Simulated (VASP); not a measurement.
```xyz
2
Lattice="3.8949 -2.1661 -0.0275 3.8949 2.1661 -0.0275 2.7153 0.0000 3.5341" Properties=species:S:1:pos:R:3 pbc="T T T"
Sb     2.4744     0.0000     0.8195
Sb     8.0307     0.0000     2.6597
```

Level of theory: PBEsol GGA, VASP's PBE PAW potentials (set 64) (plane waves; VASP 6.6.1). Numerical set-up: 400 eV cut-off, Gaussian smearing of 0.050 eV, potentials Sb.

Unless said otherwise, spin-orbit coupling is left out, though it shifts the bands of the heavy elements here.

Predict the band gap (along the path) with the smallest direct gap where there is one.

```yaml
band gap (along the path): 0.08 eV
smallest direct gap (along the path): 0.09 eV
```

Total energies compare only between runs with the same potentials, cut-off and functional.

The compound is Sb in the a7 structure. It was relaxed first.
